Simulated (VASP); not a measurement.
# Titanium with optB86b-vdW: from relaxation to properties

Aim: relax Titanium, then compute properties on the relaxed cell. The steps: full relaxation (optB86b-vdW), second relaxation, density, ELF and potential (optB86b-vdW), band structure (optB86b-vdW), total and projected DOS (optB86b-vdW), elastic tensor by finite strains (optB86b-vdW) and field gradients at the nuclei (optB86b-vdW). Left out of this account: 1 further run (phonons: it ended without a result to show). This is not the structure that Ti takes at ambient conditions. The start is a cell from a database of measured crystal structures.

Method: optB86b-vdW; plane waves and PAW (Ti_sv), in VASP 6.6.1.

Most raw output is cut from this account.

**1. Set-up**

Before any relaxation, the start is as follows. Symmetry: Im-3m, No. 229, cubic system. The conventional cell has a = 3.282 Å, b = 3.282 Å, c = 3.282 Å, α = 90.00°, β = 90.00°, γ = 90.00°. Nearest to Ti lie 8 Ti at 2.84 Å.

**2. Full relaxation (optB86b-vdW)**

The start need not lie at this functional's minimum. ISIF = 3 frees volume, shape and positions, and EDIFFG sets the threshold on forces and stress at which the search stops. optB86b-vdW pairs nonlocal correlation with a less repulsive exchange of B86b form. LUSE_VDW switches on a nonlocal correlation term for dispersion.

The input, INCAR:

```
SYSTEM = Ti
PREC = Accurate
ENCUT = 400
EDIFF = 1E-06
NELM = 100
ISMEAR = 1
SIGMA = 0.2
LREAL = .FALSE.
ALGO = Normal
GGA = MK
AGGAC = 0
LUSE_VDW = .TRUE.
PARAM1 = 0.1234
PARAM2 = 1
LASPH = .TRUE.
NBANDS = 12
LORBIT = 11
LWAVE = .FALSE.
LCHARG = .FALSE.
KPAR = 2
IBRION = 2
NSW = 60
ISIF = 3
EDIFFG = -0.01
```

The input, POSCAR:

```
Ti
1.0
   -1.6410000000      1.6410000000      1.6410000000
    1.6410000000     -1.6410000000      1.6410000000
    1.6410000000      1.6410000000     -1.6410000000
Ti
1
Direct
    0.0000000000      0.0000000000      0.0000000000
```

The input, KPOINTS:

```
Automatic mesh
0
Gamma
10 10 10
0 0 0
```

Potentials, in the order of the species: Ti_sv (PBE family, release 64).

Started as:

```console
mpirun -np 2 vasp_std
```

Run time: 36 s. Hardware: 2 MPI ranks of Intel Xeon Platinum 8375C at 2.90GHz (Ice Lake), shared host; peak memory 0.44 GiB.

The k-mesh is coarse for a metal. The PAW data sets were made with PBE, which is usual practice but a small mismatch for other functionals. The run keeps the 48 symmetry operations of its start, so it cannot find a distortion of lower symmetry.

The steps of the relaxation:

```tsv
step	energy less that of the first step (eV)	largest force (eV/Å)	pressure (GPa)	volume (Å³)
1	0.0000	0.0000	-6.05	17.68
2	-0.0117	0.0000	4.60	16.02
3	-0.0204	0.0000	-0.01	16.65
```

```tsv
conventional cell, symmetrised	before	after	change
a (Å)	3.282	3.217	-2.0 %
b (Å)	3.282	3.217	-2.0 %
c (Å)	3.282	3.217	-2.0 %
volume (Å³/atom)	17.68	16.65	-5.8 %
```

The relaxed structure:

```
Ti
1.0
    -1.60858    1.60858    1.60858
     1.60858   -1.60858    1.60858
     1.60858    1.60858   -1.60858
Ti
1
Direct
  0.00000 0.00000 0.00000
```

Numbers from this step:

```
electrons                       : 12
bands                           : 12
irreducible k points            : 47
symmetry operations             : 48
free energy (TOTEN)             : -4.931 eV
energy at zero smearing         : -4.933 eV
Fermi energy                    : 8.443 eV
pressure                        : -0.01400 GPa
metallic                        : yes
SCF cycles over all ionic steps : 30
```

It ends with forces that vanish by symmetry and a pressure of -0.01 GPa. The volume lies -5.8 % from that of the database's start, which holds the thermal and zero-point expansion of its experiment.

**3. Second relaxation**

The basis stayed that of the start cell while the cell moved. A rerun from the cell reached resets it; the error of the finite cutoff stays.

INCAR is that of step 2.

The input, POSCAR:

```
Ti
1.0
   -1.6085812299      1.6085812299      1.6085812299
    1.6085812299     -1.6085812299      1.6085812299
    1.6085812299      1.6085812299     -1.6085812299
Ti
1
Direct
    0.0000000000      0.0000000000      0.0000000000
```

KPOINTS is that of step 2.

Started as:

```console
mpirun -np 2 vasp_std
```

Elapsed: 15 s, on 2 MPI ranks; peak memory 0.4 GiB.

Little changed from the start: no atom moved by 0.005 Å and no cell edge by 0.1 %.

Numbers from this step:

| Property | Result |
| --- | --- |
| free energy (TOTEN) | -4.926 eV |
| energy at zero smearing | -4.928 eV |
| Fermi energy | 8.461 eV |
| pressure | 0.01944 GPa |
| SCF cycles over all ionic steps | 18 |

It ends with forces that vanish by symmetry and a pressure of 0.02 GPa. The volume moved by only 0.15 %, so the volume is settled.

**4. Density, ELF and potential (optB86b-vdW)**

A single point on the relaxed cell gives a clean self-consistent state, with density, ELF and potential written out.

INCAR, as its differences from that of step 3:

```diff
@@ -18,7 +18,5 @@
 LWAVE = .FALSE.
-LCHARG = .FALSE.
-KPAR = 2
-IBRION = 2
-NSW = 60
-ISIF = 3
-EDIFFG = -0.01
+LCHARG = .TRUE.
+ISIF = 2
+LELF = .TRUE.
+LVHAR = .TRUE.
```

The input, POSCAR:

```
Ti
1.0
   -1.6077865690      1.6077865690      1.6077865690
    1.6077865690     -1.6077865690      1.6077865690
    1.6077865690      1.6077865690     -1.6077865690
Ti
1
Direct
    0.0000000000      0.0000000000      0.0000000000
```

KPOINTS is that of step 3.

Started as:

```console
mpirun -np 2 vasp_std
```

Wall time 7 s (2 MPI ranks); peak memory 0.36 GiB.

Numbers from this step:

```yaml
electronic_steps: 12
pressure: 0.06343 GPa
```

Valence electrons inside each PAW sphere by angular momentum. Sphere charges, by row:

```tsv
atom	s (e)	p (e)	d (e)	tot (e)
Ti1	2.248	6.117	1.968	10.33
```

ELF in the ac plane of the conventional cell at fractional y = 0.000, with atoms of Ti within 0.2 Å of it. It is the smooth field of the valence electrons, not physical close to the nuclei.

Values, 14 rows by 14 columns, each cell a mean:
```
0.93 0.86 0.60 0.32 0.18 0.21 0.37 0.45 0.32 0.17 0.19 0.38 0.71 0.89
0.78 0.67 0.45 0.25 0.17 0.25 0.42 0.51 0.38 0.19 0.17 0.29 0.52 0.71
0.43 0.37 0.26 0.18 0.19 0.33 0.49 0.55 0.46 0.27 0.16 0.19 0.29 0.38
0.21 0.20 0.17 0.19 0.27 0.43 0.52 0.56 0.52 0.38 0.23 0.16 0.17 0.19
0.16 0.18 0.22 0.30 0.40 0.49 0.52 0.54 0.52 0.47 0.38 0.27 0.19 0.17
0.30 0.34 0.41 0.47 0.51 0.51 0.49 0.48 0.50 0.52 0.52 0.46 0.38 0.32
0.44 0.46 0.53 0.55 0.56 0.52 0.47 0.46 0.48 0.54 0.56 0.55 0.51 0.45
0.34 0.38 0.45 0.51 0.53 0.52 0.49 0.47 0.49 0.52 0.52 0.49 0.42 0.37
0.19 0.21 0.27 0.36 0.46 0.51 0.52 0.52 0.51 0.49 0.43 0.33 0.25 0.21
0.18 0.17 0.16 0.20 0.31 0.46 0.53 0.56 0.51 0.40 0.27 0.19 0.17 0.18
0.34 0.30 0.21 0.16 0.20 0.36 0.51 0.55 0.47 0.30 0.19 0.18 0.25 0.32
0.67 0.57 0.37 0.21 0.16 0.27 0.45 0.53 0.41 0.22 0.17 0.26 0.45 0.60
0.91 0.83 0.57 0.30 0.17 0.21 0.38 0.46 0.34 0.18 0.20 0.37 0.67 0.86
0.97 0.91 0.67 0.34 0.18 0.19 0.34 0.44 0.30 0.16 0.21 0.43 0.78 0.93
```
Columns run along a (3.2 Å), rows up along c (3.2 Å), edges of the conventional cell, whose origin can differ from the input's. Atoms in or near the plane, at fractional coordinates: Ti at (0.00, 0.00).

Electrostatic potential energy in the ac plane of the conventional cell at fractional y = 0.000, with atoms of Ti within 0.2 Å of it. With pseudopotentials it is smooth inside the atoms' cores, unlike the true potential.

Values in eV, 14 rows by 14 columns, each cell a mean:
```
-62 -60 -49 -31 -11  -2   1   1   0  -3 -16 -37 -54 -61
-57 -53 -41 -23  -7  -1   1   2   1  -2 -11 -28 -46 -54
-40 -35 -24 -11  -3   0   1   2   1  -1  -4 -15 -28 -37
-18 -15  -9  -3  -1   1   2   2   2   0  -1  -4 -11 -16
 -4  -3  -2  -1   1   1   2   2   2   1   0  -1  -2  -3
  0   0   1   1   2   2   2   2   2   2   2   1   1   0
  1   2   2   2   2   2   2   2   2   2   2   2   2   1
  1   1   1   2   2   2   2   2   2   2   2   1   1   1
 -2  -1  -1   0   1   2   2   2   2   1   1   0  -1  -2
-13 -11  -6  -2  -1   1   2   2   2   1  -1  -3  -7 -11
-34 -30 -19  -8  -2   0   2   2   1  -1  -3 -11 -23 -31
-52 -48 -36 -19  -6  -1   1   2   1  -2  -9 -24 -41 -49
-61 -59 -48 -30 -11  -1   1   2   0  -3 -15 -35 -53 -60
-62 -61 -52 -34 -13  -2   1   1   0  -4 -18 -40 -57 -62
```
Columns run along a (3.2 Å; values clipped at the 3rd and 97th percentile), rows up along c (3.2 Å), edges of the conventional cell, whose origin can differ from the input's. Atoms in or near the plane, at fractional coordinates: Ti at (0.00, 0.00).

Valence density in the ac plane of the conventional cell at fractional y = 0.000, with atoms of Ti within 0.2 Å of it. It is the smooth field of the valence electrons, not physical close to the nuclei.

Ten steps, logarithmic in the rise over the least value, from '_' (0 e/Å³) to '@' (14 e/Å³), each cell a mean:
```
@@@@##==::__________::++%%@@
%%##**--..__________::==**%%
**++==::____________..::==++
--::..________________..::::
..__________________________
____________________________
____________________________
____________________________
____________________________
::::..__________________..::
++==--..______________::--==
####++--..__________..==**##
@@%%##==::__________::++##@@
@@@@##++::________..--**%%@@
```
Columns run along a (3.2 Å), rows up along c (3.2 Å), edges of the conventional cell, whose origin can differ from the input's. Atoms in or near the plane, at fractional coordinates: Ti at (0.00, 0.00).

In this run the pressure is 0.06 GPa, small enough to go on.

**5. Band structure (optB86b-vdW)**

The mesh alone shows little of the dispersion and can miss band extrema, so KPOINTS_OPT adds a path through the symmetry points after the self-consistent cycle.

INCAR, as its differences from that of step 4:

```diff
@@ -15,8 +15,6 @@
 LASPH = .TRUE.
-NBANDS = 12
+NBANDS = 17
 LORBIT = 11
 LWAVE = .FALSE.
-LCHARG = .TRUE.
-ISIF = 2
-LELF = .TRUE.
-LVHAR = .TRUE.
+LCHARG = .FALSE.
+KPAR = 2
```

POSCAR is that of step 4.

KPOINTS is that of step 4.

The input, KPOINTS_OPT:

```
Line mode
16
Line-mode
Reciprocal
  0.00000000   0.00000000   0.00000000 GAMMA
  0.50000000  -0.50000000   0.50000000 H

  0.50000000  -0.50000000   0.50000000 H
  0.00000000   0.00000000   0.50000000 N

  0.00000000   0.00000000   0.50000000 N
  0.00000000   0.00000000   0.00000000 GAMMA

  0.00000000   0.00000000   0.00000000 GAMMA
  0.25000000   0.25000000   0.25000000 P

  0.25000000   0.25000000   0.25000000 P
  0.50000000  -0.50000000   0.50000000 H

  0.25000000   0.25000000   0.25000000 P
  0.00000000   0.00000000   0.50000000 N
```

Started as:

```console
mpirun -np 2 vasp_std
```

The job ended after 14 s (2 MPI ranks; peak memory 0.4 GiB; 27 s of CPU time).

Numbers from this step:

| Item | Value |
| --- | --- |
| bands | 17 |
| Fermi energy | 8.462 eV |
| pressure | 0.01443 GPa |

The electronic bands at the labelled points (eV, zero at the Fermi level; # counts the bands kept):

```tsv
point	#1	#2	#3	#4	#5	#6
Γ	-5.94	1.00	1.00	1.00	2.85	2.85
0.47 of the way	-2.87	0.25	1.23	1.23	2.28	3.68
H	-2.26	-2.26	4.10	4.10	4.10	8.78
0.47 of the way	-1.64	-1.23	1.47	2.03	4.27	6.71
N	-2.54	-0.46	1.32	2.85	3.22	4.48
0.47 of the way	-3.81	0.14	0.40	2.58	2.67	2.98
Γ	-5.94	1.00	1.00	1.00	2.85	2.85
0.47 of the way	-3.45	-0.04	-0.04	2.84	2.84	3.33
P	-0.62	-0.62	-0.62	3.28	3.28	9.49
0.47 of the way	-0.81	-0.81	-0.48	3.11	3.11	8.41
H	-2.26	-2.26	4.10	4.10	4.10	8.78
jump to P	-0.62	-0.62	-0.62	3.28	3.28	9.49
0.47 of the way	-1.58	-0.67	0.20	3.08	3.25	6.50
N	-2.54	-0.46	1.32	2.85	3.22	4.48
```

There is no gap at this level.

Of the bands kept, 2 cross the Fermi level on this path.

**6. Total and projected DOS (optB86b-vdW)**

A density of states needs more k-points than a total energy; ISMEAR = -5 takes tetrahedra, and LORBIT projects the states on the PAW spheres. The mesh is finer than in the run before.

INCAR, as its differences from that of step 5:

```diff
@@ -5,3 +5,3 @@
 NELM = 100
-ISMEAR = 1
+ISMEAR = -5
 SIGMA = 0.2
@@ -20 +20,2 @@
 KPAR = 2
+NEDOS = 2001
```

POSCAR is that of step 5.

The input, KPOINTS:

```
Automatic mesh
0
Gamma
14 14 14
0 0 0
```

Started as:

```console
mpirun -np 2 vasp_std
```

Elapsed: 15 s, on 2 MPI ranks; peak memory 0.44 GiB; 29 s of CPU time.

With tetrahedra the forces and stress of a metal are not exact derivatives of the energy.

This step gave:

| Quantity | Value |
| --- | --- |
| irreducible k points | 104 |
| Fermi energy | 8.458 eV |
| pressure | 0.08940 GPa |
| DOS at the Fermi level | 1.875 states/eV/cell |

The density of states has structure finer than the step of the table below, so its rows give means over 1 eV, whole bins alone (the curve runs from -12.0 to 7.93 eV). Peaks (eV: height): total -1.7: 1.72, -0.6: 2.54, 0.3: 2.74, 3.3: 4.80; Ti d -1.7: 0.874, 0.3: 1.74, 3.3: 4.39; Ti p -1.7: 0.0841, -0.6: 0.142, 0.3: 0.190, 6.5: 0.0519; Ti s -2.4: 0.110, 0.3: 0.0165, 3.3: 0.0268.

States under -12.0 eV and over 7.9 eV are left out. Density of states against energy, zero at the Fermi level; means over each step; values in states/eV/cell:

```tsv
energy (eV)	total	Ti d	Ti p	Ti s
-7	0	0	0	0
-6	0.0126	0	1.5e-4	0.00423
-5	0.0898	9.2e-4	0.00346	0.0278
-4	0.169	0.00813	0.0114	0.0448
-3	0.362	0.0680	0.0265	0.0692
-2	1.16	0.519	0.0583	0.0889
-1	1.04	0.624	0.0545	0.0141
0	2.26	1.46	0.139	0.00996
1	0.812	0.585	0.0394	0.00348
2	1.14	0.965	0.0156	0.00574
3	2.74	2.48	0.0223	0.0122
4	1.05	0.919	0.0291	0.0141
5	0.468	0.338	0.0419	0.0123
6	0.352	0.211	0.0508	0.0105
7	0.251	0.125	0.0479	0.00708
```

The finer mesh and the other smearing move the Fermi level by -0.00 eV from the 10×10×10 run, a small shift, which tests the Fermi level alone. Of the states within 0.3 eV of the Fermi level, the largest shares in the PAW spheres are Ti d 63 % and Ti p 7 %. The rest lies in smaller channels or between the spheres.

**7. Elastic tensor by finite strains (optB86b-vdW)**

IBRION = 6 with ISIF = 3 strains the cell both ways at fixed fractional positions, and adds the ions' share afterwards from the force constants. Stress converges slowly with the basis, so the cutoff is raised.

The input, INCAR:

```
SYSTEM = Ti
PREC = Accurate
ENCUT = 500
EDIFF = 1E-07
NELM = 100
ISMEAR = 1
SIGMA = 0.2
LREAL = .FALSE.
ALGO = Normal
GGA = MK
AGGAC = 0
LUSE_VDW = .TRUE.
PARAM1 = 0.1234
PARAM2 = 1
LASPH = .TRUE.
NBANDS = 12
LORBIT = 11
LWAVE = .FALSE.
LCHARG = .FALSE.
KPAR = 2
IBRION = 6
NFREE = 2
POTIM = 0.015
ISIF = 3
NSW = 1
```

POSCAR is that of step 6.

The input, KPOINTS:

```
Automatic mesh
0
Gamma
31 31 31
0 0 0
```

Started as:

```console
mpirun -np 2 vasp_std
```

The job ended after 54 min (2 MPI ranks; peak memory 4.5 GiB).

The last energy, forces, stress and levels in OUTCAR belong to the last displaced cell, not to the cell of POSCAR.

This step gave:

* bands: 12
* irreducible k points: 816
* pressure of the cell: 0.6570 GPa
* largest force of the cell: 0 eV/Å
* mechanically stable: no
* bulk modulus (Voigt): 113.5 GPa
* shear modulus (Voigt): 19.96 GPa

Elastic constants with relaxed ions, Voigt order xx yy zz yz xz xy (GPa):

```
101.4 119.5 119.5   0.0   0.0   0.0
119.5 101.4 119.5   0.0   0.0   0.0
119.5 119.5 101.4   0.0   0.0   0.0
  0.0   0.0   0.0  39.3   0.0   0.0
  0.0   0.0   0.0   0.0  39.3   0.0
  0.0   0.0   0.0   0.0   0.0  39.3
```

**8. Field gradients at the nuclei (optB86b-vdW)**

Field gradients probe how far the charge around each nucleus departs from cubic symmetry; LASPH keeps the non-spherical terms inside the spheres.

INCAR, as its differences from that of step 7:

```diff
@@ -2,3 +2,3 @@
 PREC = Accurate
-ENCUT = 500
+ENCUT = 400
 EDIFF = 1E-07
@@ -20,6 +20,2 @@
 KPAR = 2
-IBRION = 6
-NFREE = 2
-POTIM = 0.015
-ISIF = 3
-NSW = 1
+LEFG = .TRUE.
```

POSCAR is that of step 7.

The input, KPOINTS:

```
Automatic mesh
0
Gamma
10 10 10
0 0 0
```

Started as:

```console
mpirun -np 2 vasp_std
```

Wall time 15 s (2 MPI ranks); peak memory 0.4 GiB.

This step gave:

```yaml
electronic_steps: 14
irreducible_k_points: 47
fermi_energy: 8.461 eV
pressure: 0.04009 GPa
```

Electric field gradients, by row:

```tsv
atom	Vxx (V/Å²)	Vyy (V/Å²)	Vzz (V/Å²)	asymmetry
Ti1	-0.003	-0.003	0.006	-
```

All gradients vanish within the noise.

The run ends at a pressure of 0.04 GPa.

**9. Results**

```
relaxed volume                            : 16.62 Å³/atom
relaxed conventional cell a, b, c         : 3.216, 3.216, 3.216 Å
space group after relaxing, within 0.02 Å : Im-3m (No. 229)
band gap                                  : none, a metal
DOS at the Fermi level                    : 1.88 states/eV/cell
elastic stability                         : unstable
largest field gradient Vzz                : zero within the noise on all sites
```

With optB86b-vdW, Titanium relaxes to 16.62 Å³/atom in space group Im-3m (held by the symmetry of the run) and comes out as a metal. Against the listed cell the volume lies -5.9 %. Band structure (optB86b-vdW): Of the bands kept, 2 cross the Fermi level on this path. The k-sampling is coarse for a metal, so the Fermi level, pressures and the shape of the cell carry errors. The elastic tensor has a negative eigenvalue, so the cell is unstable against a strain. No search among competing phases was made. All values are for a static lattice at zero temperature.

[Lines on the potential files, build, host, timing and source positions are cut from VASP's logs without a mark.]

[Logs are printed without paths, hosts, clocks, repeated set-up lines and the standing remarks that a program may print on its own settings, such as how far it seeks lower states.]

[Hosts, paths, dates, database ids (printed as entryN), source tags and the programs' standing remarks are cut or masked in the printed files.]

[A measured line is paired with the nearest computed mode of its activity, which favours agreement.]
